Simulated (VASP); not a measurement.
OSZICAR of a VASP run on GaN (zinc blende):

OSZICAR:
```
       N       E                     dE             d eps       ncg     rms          rms(c)
DAV:   1     0.133170281401E+03    0.13317E+03   -0.11094E+04   448   0.218E+03
DAV:   2    -0.225887727282E+01   -0.13543E+03   -0.13041E+03   451   0.447E+02
DAV:   3    -0.138879850416E+02   -0.11629E+02   -0.11496E+02   529   0.149E+02
DAV:   4    -0.141364386961E+02   -0.24845E+00   -0.24811E+00   506   0.260E+01
DAV:   5    -0.141433315453E+02   -0.68928E-02   -0.68924E-02   548   0.429E+00    0.108E+01
DAV:   6    -0.121427787457E+02    0.20006E+01   -0.62464E+00   649   0.595E+01    0.509E+00
DAV:   7    -0.121450367966E+02   -0.22581E-02   -0.33213E-01   486   0.112E+01    0.324E+00
DAV:   8    -0.121419944457E+02    0.30424E-02   -0.59924E-02   519   0.520E+00    0.476E-01
DAV:   9    -0.121394174702E+02    0.25770E-02   -0.10623E-02   639   0.328E+00    0.705E-02
DAV:  10    -0.121396337216E+02   -0.21625E-03   -0.78535E-04   492   0.570E-01    0.158E-02
DAV:  11    -0.121396354382E+02   -0.17166E-05   -0.48498E-05   659   0.133E-01    0.986E-03
DAV:  12    -0.121396360304E+02   -0.59223E-06   -0.61083E-06   487   0.293E-02    0.546E-03
DAV:  13    -0.121396356180E+02    0.41243E-06   -0.13257E-06   656   0.258E-02    0.371E-04
DAV:  14    -0.121396356280E+02   -0.10020E-07   -0.67759E-08   481   0.320E-03    0.194E-04
DAV:  15    -0.121396356542E+02   -0.26196E-07   -0.17710E-09   253   0.656E-04    0.843E-05
DAV:  16    -0.121396356537E+02    0.46839E-09   -0.76079E-10   218   0.485E-04
   1 F= -.12139636E+02 E0= -.12139636E+02  d E =-.364819E-67
```

**Question.** Which electronic solver shows in the log?

**Answer.** It is blocked Davidson (ALGO = Normal, or the opening steps of other solvers). The INCAR had ALGO = Normal.

**Question.** Can the final energy be trusted as converged?

**Answer.** The calculation finished and met its thresholds. It stopped with EDIFF = 1E-8, NELM = 100 (PBE GGA, plane waves, VASP's PBE PAW potentials (set 64)).

The compound is GaN in the zinc blende structure, a metastable form; wurtzite is the usual one. The cell was not relaxed at this level.
